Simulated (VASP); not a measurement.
Calculation: LDA (Ceperley-Alder, Perdew-Zunger), VASP's LDA PAW potentials (set 64) (plane waves; VASP).

VASP ran on this input.

### KPOINTS
```
K-points
0
Gamma
  13 13 7
0 0 0
```

INCAR:
```
SYSTEM = Ti
PREC = Accurate; ENCUT = 400; LREAL = .False.
LASPH = .True.
EDIFF = 1E-8; NELM = 100; ALGO = Normal
LMAXMIX = 4
ISMEAR = 1; SIGMA = 0.1
IBRION = 1; NSW = 30; ISIF = 2
EDIFFG = -0.001
LWAVE = .False.; LCHARG = .False.
```

### POSCAR
```
Ti
1
    1.4248852352    -2.4679736751     0.0000000000
    1.4248852352     2.4679736751     0.0000000000
   -0.0000000000     0.0000000000     4.5444523035
Ti
2
Direct
  0.3333330000   0.6666670000   0.2500000000
  0.6666670000   0.3333330000   0.7500000000
```

POTCAR, in this order: Ti_sv (LDA.64 set). Program: vasp_std.

Output of the run:

OUTCAR:
```
 ion  position               nearest neighbor table
   1  0.333  0.667  0.250-   2 2.81   2 2.81   2 2.81   2 2.81   2 2.81   2 2.81
   2  0.667  0.333  0.750-   1 2.81   1 2.81   1 2.81   1 2.81   1 2.81   1 2.81
  LATTYP: Found a hexagonal cell.
 ALAT       =     2.8497705161
 C/A-ratio  =     1.5946730720
 Subroutine PRICEL returns:
 Original cell was already a primitive cell.
 Subroutine GETGRP returns: Found 24 space group operations
The static configuration has the point symmetry D_3d.
 The point group associated with its full space group is D_6h.
The dynamic configuration has the point symmetry D_3d.
 Subroutine INISYM returns: Found 24 space group operations
 Subroutine IBZKPT returns following result:
 Found     84 irreducible k-points:

 Following reciprocal coordinates:
            Coordinates               Weight
  0.000000  0.000000  0.000000      1.000000
  0.076923  0.000000  0.000000      6.000000
  0.153846  0.000000  0.000000      6.000000
  0.230769  0.000000  0.000000      6.000000
  0.307692  0.000000  0.000000      6.000000
  0.384615  0.000000  0.000000      6.000000
  0.461538  0.000000  0.000000      6.000000
  0.076923  0.076923  0.000000      6.000000
  0.153846  0.076923  0.000000     12.000000
  0.230769  0.076923  0.000000     12.000000
  0.307692  0.076923  0.000000     12.000000
  0.384615  0.076923  0.000000     12.000000
  0.461538  0.076923  0.000000      6.000000
  0.153846  0.153846  0.000000      6.000000
  0.230769  0.153846  0.000000     12.000000
  0.307692  0.153846  0.000000     12.000000
  0.384615  0.153846  0.000000     12.000000
  0.230769  0.230769  0.000000      6.000000
  0.307692  0.230769  0.000000     12.000000
  0.384615  0.230769  0.000000      6.000000
  0.307692  0.307692  0.000000      6.000000
  0.000000  0.000000  0.142857      2.000000
...
```

### OSZICAR
```
       N       E                     dE             d eps       ncg     rms          rms(c)
DAV:   1     0.223347356229E+03    0.22335E+03   -0.11927E+04  2720   0.161E+03
DAV:   2     0.791808503239E+01   -0.21543E+03   -0.21406E+03  2768   0.452E+02
DAV:   3    -0.180102446705E+02   -0.25928E+02   -0.25772E+02  5232   0.128E+02
DAV:   4    -0.189436332605E+02   -0.93339E+00   -0.93314E+00  2784   0.255E+01
DAV:   5    -0.189890017038E+02   -0.45368E-01   -0.45368E-01  4320   0.393E+00    0.126E+01
DAV:   6    -0.170933142649E+02    0.18957E+01   -0.68138E+00  3176   0.306E+01    0.339E+00
DAV:   7    -0.170678615609E+02    0.25453E-01   -0.76976E-01  4032   0.722E+00    0.202E+00
DAV:   8    -0.170918505764E+02   -0.23989E-01   -0.21778E-01  3080   0.657E+00    0.725E-01
DAV:   9    -0.170830621301E+02    0.87884E-02   -0.47655E-02  3160   0.274E+00    0.683E-02
DAV:  10    -0.170833534744E+02   -0.29134E-03   -0.22169E-03  4224   0.357E-01    0.917E-02
DAV:  11    -0.170833795444E+02   -0.26070E-04   -0.19428E-04  3112   0.133E-01    0.299E-02
DAV:  12    -0.170833690067E+02    0.10538E-04   -0.33765E-05  3416   0.471E-02    0.576E-03
DAV:  13    -0.170833693612E+02   -0.35454E-06   -0.10567E-06  3776   0.109E-02    0.501E-04
DAV:  14    -0.170833695725E+02   -0.21132E-06   -0.19111E-07  4120   0.280E-03    0.104E-03
DAV:  15    -0.170833696703E+02   -0.97823E-07   -0.21451E-08  2288   0.139E-03    0.359E-04
DAV:  16    -0.170833696606E+02    0.97193E-08   -0.28120E-09  1824   0.688E-04
   1 F= -.17083370E+02 E0= -.17083470E+02  d E =-.170834E+02
```

**OUTCAR**
```
------------------------ aborting loop because EDIFF is reached ----------------------------------------
  FORCE on cell =-STRESS in cart. coord.  units (eV):
  Direction    XX          YY          ZZ          XY          YZ          ZX
  --------------------------------------------------------------------------------------
  Total       -0.0027133     -0.0027133     -0.0001702      0.0000000      0.0000000      0.0000000
  in kB       -0.1360133     -0.1360133     -0.0085309      0.0000000      0.0000000      0.0000000
  external PRESSURE =      -0.0935192 kB  Pullay stress =       0.0000000 kB
  volume of cell :       31.96
      direct lattice vectors                 reciprocal lattice vectors
     1.424885235 -2.467973675  0.000000000     0.350905454 -0.202595354  0.000000000
     1.424885235  2.467973675  0.000000000     0.350905454  0.202595354  0.000000000
     0.000000000  0.000000000  4.544452303     0.000000000  0.000000000  0.220048519
 POSITION                                       TOTAL-FORCE (eV/Angst)
 -----------------------------------------------------------------------------------
      1.42489      0.82266      1.13611        -0.000000     -0.000000      0.000000
      1.42489     -0.82266      3.40834         0.000000      0.000000      0.000000
 -----------------------------------------------------------------------------------
    total drift:                               -0.000000      0.001041     -0.000020
  FREE ENERGIE OF THE ION-ELECTRON SYSTEM (eV)
  ---------------------------------------------------
  free  energy   TOTEN  =       -17.0833696606 eV

  energy  without entropy=      -17.0836708256  energy(sigma->0) =      -17.08347005

 reached required accuracy - stopping structural energy minimisation
```
(Selected blocks of OUTCAR.)

The compound is Ti in the hcp structure. It was relaxed first, which changed the volume by -9 %. The start is the result of an earlier pass.
